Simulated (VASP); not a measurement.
An input for Quantum ESPRESSO's pw.x (written as the equivalent of a VASP run, and not itself run):

```
&CONTROL
  calculation = 'scf'
  pseudo_dir = './pseudo'
  outdir = './out'
  tprnfor = .true.
  tstress = .true.
/
&SYSTEM
  ibrav = 0
  nat = 5
  ntyp = 2
  ecutwfc = 82.3
  occupations = 'smearing'
  smearing = 'gaussian'
  degauss = 0.003675
  input_dft = 'pbe'
/
&ELECTRONS
  conv_thr = 7.3e-08
  electron_maxstep = 100
/
ATOMIC_SPECIES
  Bi 208.980 Bi.upf
  Te 127.600 Te.upf
CELL_PARAMETERS angstrom
     4.4243555    0.0000000    0.0000000
    -2.2121778    3.8316040    0.0000000
     0.0000000   -0.0000000   23.0399934
ATOMIC_POSITIONS crystal
  Bi   0.3333330  0.6666670  0.4108928
  Bi   0.0000000  0.0000000  0.5891072
  Te   0.0000000  1.0000000  0.3360390
  Te   0.6666670  0.3333330  0.5000000
  Te   0.3333330  0.6666670  0.6639610
K_POINTS automatic
  4 4 1 0 0 0
```

Task: Translate this input to VASP (INCAR, KPOINTS, POSCAR, choice of POTCAR).

Result: Several could match; the one computed here: 
File KPOINTS:
```
Automatic mesh
0
Gamma
4 4 1
0 0 0
```

INCAR:
```
SYSTEM = Bi2Te3
PREC = Accurate
ENCUT = 400
EDIFF = 1E-6
NELM = 100
ALGO = Normal
LREAL = .FALSE.
LASPH = .TRUE.
ISMEAR = 0
SIGMA = 0.05
GGA = PE
LMAXMIX = 4
LWAVE = .TRUE.
LCHARG = .FALSE.
```

**POSCAR**
```
Bi2Te3
1
    4.4243555476     0.0000000000     0.0000000000
   -2.2121777738     3.8316039645     0.0000000000
    0.0000000000    -0.0000000000    23.0399933693
Bi Te
2 3
Direct
  0.3333330000   0.6666670000   0.4108928317
  0.0000000000   0.0000000000   0.5891071683
  0.0000000000   1.0000000000   0.3360389873
  0.6666670000   0.3333330000   0.5000000000
  0.3333330000   0.6666670000   0.6639610127
```

POTCAR, in this order: Bi_d Te (PBE.64 set). Program: vasp_std.

The two are equivalent in intent, not identical: the potentials are each code's own (VASP's PAW set, PseudoDojo norm-conserving files in pw.x), so ENCUT and ecutwfc are chosen apart and not converted; conv_thr bounds pw.x's estimated SCF error, while EDIFF bounds the energy change between steps.

The cell is a sheet with vacuum, built from a generated structure.
